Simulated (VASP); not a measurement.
Consider the following.

```
CaF2
1.0
    0.00000     2.70478     2.70478
    2.70478     0.00000     2.70478
    2.70478     2.70478     0.00000
Ca F
1 2
Direct
  0.00000   0.00000   0.00000
  0.25000   0.25000   0.25000
  0.75000   0.75000   0.75000
```

The numbers are results of PBE GGA, VASP's PBE PAW potentials (set 64) (plane waves; VASP), not measurements. Numerical set-up: 620 eV cut-off, 7×7×7 Γ-centred mesh, Gaussian smearing of 0.050 eV, potentials Ca_sv F.

Question: What does the run give for the energy per atom (σ→0), pressure?

Answer: 
```json
{
  "energy per atom (σ→0)": "-5.768 eV/atom",
  "pressure": "50.8 kbar"
}
```

The compound is CaF2 in the fluorite structure. It was relaxed first under an external pressure of 5 GPa.
